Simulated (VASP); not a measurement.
A convergence study with VASP on Mo (space group Im-3m): a few settings are varied, all else stays as given below, so the limit is that of these other settings.

```xyz
1
Lattice="-1.5671 1.5671 1.5671 1.5671 -1.5671 1.5671 1.5671 1.5671 -1.5671" Properties=species:S:1:pos:R:3 pbc="T T T"
Mo     0.0000     0.0000     0.0000
```

Computed with LDA (Ceperley-Alder, Perdew-Zunger), VASP's LDA PAW potentials (set 64) (plane waves; VASP). The last row used: 300 eV cut-off, 15×15×15 Γ-centred mesh, Fermi-Dirac smearing of 0.10 eV, potentials Mo_sv.

```tsv
setting	E (eV/atom)	pressure (GPa)	irreducible k-points
EDIFF = 1E-01	-12.1351	0.80	120
EDIFF = 1E-02	-12.1275	-5.33	120
EDIFF = 1E-03	-12.1275	-6.00	120
EDIFF = 1E-04	-12.1275	-5.99	120
EDIFF = 1E-05	-12.1275	-5.40	120
EDIFF = 1E-06	-12.1275	-5.40	120
EDIFF = 1E-07	-12.1275	-5.40	120
EDIFF = 1E-08	-12.1275	-5.40	120
EDIFF = 1E-10	-12.1275	-5.40	120
EDIFF = 1E-12	-12.1275	-5.40	120
```

Left out are rungs that failed or repeat a setting and relaxations that didn't move; long series are thinned to 24 rows.

The structure is a typed Mo crystal (space group no. 229). The cell was not relaxed at this level.
